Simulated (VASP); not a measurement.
# LiGeN (P6_3mc) in VASP: single point with PBE

Aim: the single point of LiGeN with PBE.

Program: VASP 6.6.1. These are calculated values, not measurements. Logs are shortened: lines on timing, memory, paths and dates and some standing lists are left out, and cuts for length are marked.

## (1) Starting point

It takes space group P6_3mc (No. 186, hexagonal). Conventional cell: a = 3.012 Å, b = 3.012 Å, c = 9.419 Å, α = 90.00°, β = 90.00°, γ = 120.00°. Li (site symmetry 3m) has 3 N at 2.18 Å as nearest neighbours. Ge (site symmetry 3m) has 3 N at 2.00 Å as nearest neighbours. Around N (site symmetry 3m) lie 3 Ge at 2.00 Å and 3 Li at 2.18 Å.

The cell comes from a database or a generator and needn't be the stable form of this composition.

## (2) Single point, PBE

Input file INCAR:

```
PREC = Accurate
ENCUT = 520
EDIFF = 1E-7
ISMEAR = 0
SIGMA = 0.1
LREAL = F
LASPH = T
NELM = 100
ALGO = Normal
ISIF = 2
LWAVE = F
LCHARG = T
GGA = PE
LELF = T
LVHAR = T
NBANDS = 31
```

Input file KPOINTS:

```
Automatic mesh
0
Gamma
  9 9 2
```

Input file POSCAR:

```
LiGeN
1.0
    3.0124085355      0.0000000000      0.0000000000
   -1.5062042677      2.6088223183      0.0000000000
    0.0000000000      0.0000000000      9.4194590000
Li Ge N
2 2 2
Direct
    0.6666666700      0.3333333300      0.7433920000
    0.3333333300      0.6666666700      0.2433920000
    0.0000000000      0.0000000000      0.4980230000
    0.0000000000      0.0000000000      0.9980230000
    0.3333333300      0.6666666700      0.6032230000
    0.6666666700      0.3333333300      0.1032230000
```

Potentials or basis: VASP PAW PBE potentials, release 64 (Li_sv, Ge_d, N).

The run is started by

```sh
$ cat potpaw_PBE.64/Li_sv/POTCAR potpaw_PBE.64/Ge_d/POTCAR potpaw_PBE.64/N/POTCAR > POTCAR
$ mpirun -np 1 vasp_std > vasp.out
```

OUTCAR:

```text
PREC = Accurate
   ENCUT = 520
   EDIFF = 1E-7
   ISMEAR = 0
   LREAL = F
   LASPH = T
   NELM = 100
   ISIF = 2
   GGA = PE

 ion  position               nearest neighbor table
   1  0.667  0.333  0.743-   5 2.18   5 2.18   5 2.18
   2  0.333  0.667  0.243-   6 2.18   6 2.18   6 2.18
   3  0.000  0.000  0.498-   5 2.00   5 2.00   5 2.00
   4  0.000  0.000  0.998-   6 2.00   6 2.00   6 2.00
   5  0.333  0.667  0.603-   3 2.00   3 2.00   3 2.00   1 2.18   1 2.18   1 2.18
   6  0.667  0.333  0.103-   4 2.00   4 2.00   4 2.00   2 2.18   2 2.18   2 2.18

  LATTYP: Found a hexagonal cell.
 ALAT       =     3.0124085355
 C/A-ratio  =     3.1268863068

  Lattice vectors:

 A1 = (   3.0124085355,   0.0000000000,   0.0000000000)
 A2 = (  -1.5062042677,   2.6088223183,   0.0000000000)
 A3 = (   0.0000000000,   0.0000000000,   9.4194590000)

Analysis of symmetry for initial positions (statically):
=====================================================================
 Subroutine PRICEL returns:
 Original cell was already a primitive cell.

 Routine SETGRP: Setting up the symmetry group for a
 hexagonal supercell.

 Subroutine GETGRP returns: Found 12 space group operations
 (whereof  6 operations were pure point group operations)
 out of a pool of 24 trial point group operations.

The static configuration has the point symmetry C_3v.
 The point group associated with its full space group is C_6v.

Analysis of symmetry for dynamics (positions and initial velocities):
=====================================================================
 Subroutine PRICEL returns:
 Original cell was already a primitive cell.

 Routine SETGRP: Setting up the symmetry group for a
 hexagonal supercell.

 Subroutine GETGRP returns: Found 12 space group operations
 (whereof  6 operations were pure point group operations)
 out of a pool of 24 trial point group operations.

The dynamic configuration has the point symmetry C_3v.
 The point group associated with its full space group is C_6v.

 Subroutine INISYM returns: Found 12 space group operations
 (whereof  6 operations are pure point group operations),
 and found     1 'primitive' translations

----------------------------------------------------------------------------------------

                                     Primitive cell

  volume of cell :      74.0260

  direct lattice vectors                    reciprocal lattice vectors
     3.012408536  0.000000000  0.000000000     0.331960286  0.191657361  0.000000000
    -1.506204268  2.608822318  0.000000000     0.000000000  0.383314721  0.000000000
     0.000000000  0.000000000  9.419459000     0.000000000  0.000000000  0.106163210

  length of vectors
     3.012408536  3.012408535  9.419459000     0.383314721  0.383314721  0.106163210

  position of ions in fractional coordinates (direct lattice)
     0.666666670  0.333333330  0.743392000
     0.333333330  0.666666670  0.243392000
     0.000000000  0.000000000  0.498023000
     0.000000000  0.000000000  0.998023000
     0.333333330  0.666666670  0.603223000
     0.666666670  0.333333330  0.103223000

  ion indices of the primitive-cell ions
   primitive index   ion index
                 1           1
                 2           2
                 3           3
                 4           4
                 5           5
                 6           6

----------------------------------------------------------------------------------------

 KPOINTS: Automatic mesh

Automatic generation of k-mesh.
 Grid dimensions read from file:
 generate k-points for:    9    9    2

 Generating k-lattice:

  Cartesian coordinates                     Fractional coordinates (reciprocal lattice)
     0.036884476  0.021295262  0.000000000     0.111111111 -0.000000000  0.000000000
     0.000000000  0.042590525  0.000000000     0.000000000  0.111111111  0.000000000
     0.000000000  0.000000000  0.053081605     0.000000000  0.000000000  0.500000000

  Length of vectors
     0.042590525  0.042590525  0.053081605

  Shift w.r.t. Gamma in fractional coordinates (k-lattice)
     0.000000000  0.000000000  0.000000000

 Subroutine IBZKPT returns following result:
 ===========================================

 Found     24 irreducible k-points:

 Following reciprocal coordinates:
            Coordinates               Weight
  0.000000  0.000000  0.000000      1.000000
  0.111111  0.000000  0.000000      6.000000
  0.222222  0.000000  0.000000      6.000000
  0.333333 -0.000000  0.000000      6.000000
  0.444444  0.000000  0.000000      6.000000
  0.111111  0.111111  0.000000      6.000000
[... 16 lines left out ...]
  0.333333  0.222222  0.500000     12.000000
  0.333333  0.333333  0.500000      2.000000
   k-points           NKPTS =     24   k-points in BZ     NKDIM =     24   number of bands    NBANDS=     31
   number of dos      NEDOS =    301   number of ions     NIONS =      6
   total plane-waves  NPLWV =  40320
   dimension x,y,z NGX =    24 NGY =   24 NGZ =   70
   dimension x,y,z NGXF=    48 NGYF=   48 NGZF=  140
   ions per type =               2   2   2
   NGX,Y,Z   is equivalent  to a cutoff of  13.24, 13.24, 12.35 a.u.
   NGXF,Y,Z  is equivalent  to a cutoff of  26.49, 26.49, 24.71 a.u.
 SYSTEM =  unknown system
   PREC   = accura    normal or accurate (medium, high low for compatibility)
   ISTART =      0    job   : 0-new  1-cont  2-samecut
   ICHARG =      2    charge: 1-file 2-atom 10-const
   ISPIN  =      1    spin polarized calculation?
   LNONCOLLINEAR =      F non collinear calculations
   LSORBIT =      F    spin-orbit coupling
   LASPH  =      T    aspherical Exc in radial PAW
   ENCUT  =  520.0 eV  38.22 Ry    6.18 a.u.   5.60  5.60 17.51*2*pi/ulx,y,z
   NELM   =    100;   NELMIN=  2; NELMDL= -5     # of ELM steps
   EDIFF  = 0.1E-06   stopping-criterion for ELM
   LREAL  =      F    real-space projection
   EDIFFG = 0.1E-05   stopping-criterion for IOM
   NSW    =      0    number of steps for IOM
   IBRION =     -1    ionic relax: 0-MD 1-quasi-New 2-CG
   NFREE  =      0    steps in history (QN), initial steepest desc. (CG)
   ISIF   =      2    stress and relaxation
   ISYM   =      2    0-nonsym 1-usesym 2-fastsym
   POTIM  = 0.5000    time-step for ionic-motion
   TEBEG  =    0.0;   TEEND  =   0.0 temperature during run
   PSTRESS=    0.0 pullay stress
   NELECT =      44.0000    total number of electrons
   NUPDOWN=      -1.0000    fix difference up-down
   EMIN   =  10.00;   EMAX   =-10.00  energy-range for DOS
   EFERMI =   0.00;   METHOD = LEGACY
   ISMEAR =     0;   SIGMA  =   0.10  broadening in eV -4-tet -1-fermi 0-gaus
   EFERMI_NEDOS =   21; number of points for ismear=-14 and -15
   IALGO  =     38    algorithm
   IMIX   =      4    mixing-type and parameters
     AMIX     =   0.40;   BMIX     =  1.00
     AMIX_MAG =   1.60;   BMIX_MAG =  1.00
  volume/ion in A,a.u.               =      12.34        83.26
  Fermi-wavevector in a.u.,A,eV,Ry     =   1.376462  2.601136 25.778252  1.894648
  Thomas-Fermi vector in A             =   2.501705
   LORBIT       =      0    0 simple, 1 ext, 2 COOP (PROOUT), +10 PAW based schemes
   GGA     = PE    functional components
   LHFCALC =     F    Hartree Fock is set to
   AEXX    =    0.0000 exact exchange contribution
   IVDW    =     0    specifies the selected vdW correction
   LEPSILON=     F    determine dielectric tensor
   LRPA    =     F    only Hartree local field effects (RPA)
 non-spin polarized calculation
 Gauss-broadening in eV      SIGMA  =   0.10
  energy-cutoff  :      520.00
  volume of cell :       74.03
 maximum number of plane-waves:      2040
 NGX is ok and might be reduce to    24
   NGX = 11   NGY = 11   NGZ = 35

 number of electron      44.0000020 magnetization

 Free energy of the ion-electron system (eV)
  ---------------------------------------------------
  ext. energy  EPLUGINS =         0.00000000
  ---------------------------------------------------
  free energy    TOTEN  =       -31.36541219 eV

  energy without entropy =      -31.36541219  energy(sigma->0) =      -31.36541219

 E-fermi :   5.0535     XC(G=0): -10.4052

 val. band max:        4.6153591099   @ k =   0.2222   0.0000   0.0000
 cond. band min:       6.2445264183   @ k =   0.4444   0.0000   0.0000
 fundamental gap:      1.6291673084
 Fermi energy:         5.0535184474

 k-point     1 :       0.0000    0.0000    0.0000
  band No.  band energies     occupation
      1     -40.6059      2.00000
      2     -40.6058      2.00000
      3     -19.3837      2.00000
      4     -19.3837      2.00000
      5     -19.3837      2.00000
      6     -19.3837      2.00000
[... 23 lines left out ...]
     30      13.0004      0.00000
     31      17.0220      0.00000

 k-point     2 :       0.1111    0.0000    0.0000
  band No.  band energies     occupation
      1     -40.6041      2.00000
      2     -40.6040      2.00000
      3     -19.3903      2.00000
      4     -19.3902      2.00000
      5     -19.3726      2.00000
      6     -19.3726      2.00000
[... 23 lines left out ...]
     30      13.1123      0.00000
     31      15.7645      0.00000

 k-point     3 :       0.2222    0.0000    0.0000
  band No.  band energies     occupation
      1     -40.5994      2.00000
      2     -40.5993      2.00000
      3     -19.4086      2.00000
      4     -19.4085      2.00000
      5     -19.3446      2.00000
      6     -19.3445      2.00000
[... 23 lines left out ...]
     30      13.1805      0.00000
     31      14.4243      0.00000

 k-point     4 :       0.3333   -0.0000    0.0000
  band No.  band energies     occupation
      1     -40.5940      2.00000
      2     -40.5939      2.00000
      3     -19.4314      2.00000
      4     -19.4312      2.00000
      5     -19.3130      2.00000
      6     -19.3130      2.00000
[... 635 lines left out ...]
     30      13.4383      0.00000
     31      14.0347      0.00000

 k-point    23 :       0.3333    0.2222    0.5000
  band No.  band energies     occupation
      1     -40.5889      2.00000
      2     -40.5889      2.00000
      3     -19.4184      2.00000
      4     -19.4184      2.00000
      5     -19.3202      2.00000
      6     -19.3202      2.00000
[... 23 lines left out ...]
     30      13.0828      0.00000
     31      14.0508      0.00000

 k-point    24 :       0.3333    0.3333    0.5000
  band No.  band energies     occupation
      1     -40.5880      2.00000
      2     -40.5880      2.00000
      3     -19.4079      2.00000
      4     -19.4079      2.00000
      5     -19.3275      2.00000
      6     -19.3275      2.00000
[... 23 lines left out ...]
     30      13.2532      0.00000
     31      14.0610      0.00000

------------------------ aborting loop because EDIFF is reached ----------------------------------------

  FORCE on cell =-STRESS in cart. coord.  units (eV):
  Direction    XX          YY          ZZ          XY          YZ          ZX
  --------------------------------------------------------------------------------------
  -------------------------------------------------------------------------------------
  Total        0.0914948      0.0914948     -0.0077732      0.0000000      0.0000000      0.0000000
  in kB        1.9802620      1.9802620     -0.1682395      0.0000000      0.0000000      0.0000000
  external PRESSURE =       1.2640948 kB  Pullay stress =       0.0000000 kB

 VOLUME and BASIS-vectors are now :
 -----------------------------------------------------------------------------
  energy-cutoff  :      520.00
  volume of cell :       74.03
      direct lattice vectors                 reciprocal lattice vectors
     3.012408536  0.000000000  0.000000000     0.331960286  0.191657361  0.000000000
    -1.506204268  2.608822318  0.000000000     0.000000000  0.383314721  0.000000000
     0.000000000  0.000000000  9.419459000     0.000000000  0.000000000  0.106163210

 POSITION                                       TOTAL-FORCE (eV/Angst)
 -----------------------------------------------------------------------------------
      1.50620      0.86961      7.00235        -0.000000      0.000000     -0.050360
     -0.00000      1.73921      2.29262         0.000000      0.000000     -0.050360
      0.00000      0.00000      4.69111        -0.000000     -0.000000     -0.033140
      0.00000      0.00000      9.40084        -0.000000      0.000000     -0.033140
     -0.00000      1.73921      5.68203        -0.000000      0.000000      0.083500
      1.50620      0.86961      0.97230         0.000000     -0.000000      0.083500
 -----------------------------------------------------------------------------------
    total drift:                               -0.000018      0.000011     -0.000739

  FREE ENERGIE OF THE ION-ELECTRON SYSTEM (eV)
  ---------------------------------------------------
  free  energy   TOTEN  =       -31.3654121861 eV

  energy  without entropy=      -31.3654121861  energy(sigma->0) =      -31.36541219
```

Wall time 80 s (1 thread of Intel Xeon Platinum 8375C at 2.90GHz (Ice Lake), shared host); peak memory 0.21 GiB.

Results:

```yaml
Free_energy: -31.3654 eV
Largest_force: 0.084 eV/Å
Band_gap_on_the_k_mesh: 1.63 eV, indirect (least direct gap 2.41 eV)
```

Forces on the atoms (eV/Å):
```
Li   0.000  0.000 -0.050
Li   0.000  0.000 -0.050
Ge   0.000  0.000 -0.033
Ge   0.000  0.000 -0.033
N    0.000  0.000  0.084
N    0.000  0.000  0.084
```

Caveat: the cutoff is under 1.25 times the usual one of these potentials, so pressure, stress and relaxed cells hold a basis-set (Pulay) error; an odd mesh through Γ misses points on the zone boundary, where band edges often lie.
